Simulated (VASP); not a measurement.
VASP runs on Ce (space group Fm-3m) share one base input (PBE GGA, plane waves, VASP's PBE PAW potentials (set 64)) and change the settings named in each case.

POSCAR:
```
Ce
1
    0.0000000000     2.3822380000     2.3822380000
    2.3822380000     0.0000000000     2.3822380000
    2.3822380000     2.3822380000     0.0000000000
Ce
1
Direct
  0.0000000000   0.0000000000   0.0000000000
```

**INCAR**
```
SYSTEM=Ce
PREC=Accurate; ENCUT=300; LREAL=.False.
LASPH=.True.
EDIFF=1E-6; NELM=100; ALGO=Normal
LMAXMIX=6
ISMEAR=1; SIGMA=0.272
GGA=PE
ISIF=2
LWAVE=.False.; LCHARG=.False.
```

File KPOINTS:
```
Automatic
0
gamma
 12 12 12
```

POTCAR, in this order: Ce (PBE.64 set). Program: vasp_std.

```json
[
 {"change": "base run", "E(σ→0) (eV/atom)": "-5.9388", "−TS (eV)": "0.0351"},
 {"change": "KPOINTS 10×10×10 Γ-centred mesh", "E(σ→0) (eV/atom)": "-5.9370", "−TS (eV)": "0.0366"},
 {"change": "KPOINTS 10×10×10 Γ-centred mesh shifted by (0.5, 0.5, 0.5)", "E(σ→0) (eV/atom)": "-5.9364", "−TS (eV)": "0.0340"},
 {"change": "KPOINTS 11×11×11 Γ-centred mesh", "E(σ→0) (eV/atom)": "-5.9395", "−TS (eV)": "0.0395"},
 {"change": "KPOINTS 11×11×11 Γ-centred mesh shifted by (0.5, 0.5, 0.5)", "E(σ→0) (eV/atom)": "-5.9363", "−TS (eV)": "0.0337"},
 {"change": "KPOINTS 12×12×12 Γ-centred mesh shifted by (0.5, 0.5, 0.5)", "E(σ→0) (eV/atom)": "-5.9361", "−TS (eV)": "0.0334"},
 {"change": "KPOINTS 13×13×13 Γ-centred mesh", "E(σ→0) (eV/atom)": "-5.9340", "−TS (eV)": "0.0289"},
 {"change": "KPOINTS 13×13×13 Γ-centred mesh shifted by (0.5, 0.5, 0.5)", "E(σ→0) (eV/atom)": "-5.9363", "−TS (eV)": "0.0338"},
 {"change": "KPOINTS 12×12×12 Γ-centred mesh shifted by (0, 0, 0.5)", "E(σ→0) (eV/atom)": "-5.9361", "−TS (eV)": "0.0334"}
]
```
 Energies of different potentials or functionals have different zeros.

Left out are runs that ran out of time, are held back, or changed the cell or the kind of run, fixed moments of cells without a moment, rows past the twelfth, gaps on odd meshes, pressures of charged cells and columns that move by less than the noise.

The structure comes from a computed database's Ce entry; how it stands against other phases isn't given here. The cell was not relaxed at this level, its lattice was scaled by up to 2.5 %. The run is not spin-polarised, so no magnetic state was tried.
